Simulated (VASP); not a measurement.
Here is the system:

```
CELL_PARAMETERS angstrom
      4.05650     0.00000     0.00000
     -2.02825     3.51303     0.00000
      0.00000     0.00000    15.41275
ATOMIC_POSITIONS crystal
  Zn 0.66667 0.33333 0.50000
  Se 0.33333 0.66667 0.50000
```

The numbers are results of r2SCAN meta-GGA, VASP's PBE PAW potentials (set 64) (plane waves; VASP), not measurements. Run with 400 eV cut-off, 8×8×1 Γ-centred mesh, tetrahedra with Blöchl corrections, potentials Zn Se.

The cell holds a wide vacuum, so values per volume refer to the whole cell.

Q: What does the run give for the energy per atom (σ→0), band gap (over mesh and band path) with the smallest direct gap where there is one?

A: 
```yaml
band gap (over mesh and band path): 2.46 eV
smallest direct gap (over mesh and band path): 2.46 eV
energy per atom (σ→0): -1171.6 kJ/mol-atom
```

The absolute energy has meaning only against runs of the same code, potentials and settings.

The cell is a sheet with vacuum, built from a generated structure.
